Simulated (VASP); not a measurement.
Input:

```
MoS2
1.0
    1.58496    -2.74524     0.00000
    1.58496     2.74524     0.00000
    0.00000     0.00000    13.24741
Mo S
2 4
Direct
  0.33333   0.66667   0.25000
  0.66667   0.33333   0.75000
  0.33333   0.66667   0.86769
  0.66667   0.33333   0.36769
  0.66667   0.33333   0.13231
  0.33333   0.66667   0.63231
```

The numbers are results of MS2 meta-GGA, VASP's PBE PAW potentials (set 64) (plane waves; VASP 6.6.1), not measurements. Run with 520 eV cut-off, 9×9×2 Γ-centred mesh, tetrahedra with Blöchl corrections, potentials Mo_sv S.

Q: Estimate the energy per atom (σ→0), band gap (over mesh and band path) with the smallest direct gap where there is one.

A: 
- band gap (over mesh and band path) = 1.32 eV
- smallest direct gap (over mesh and band path) = 1.70 eV
- energy per atom (σ→0) = -10.141 eV/atom

The absolute energy has meaning only against runs of the same code, potentials and settings.

The compound is MoS2 in the 2H layered structure. It was relaxed first, which changed the volume by +8 %.
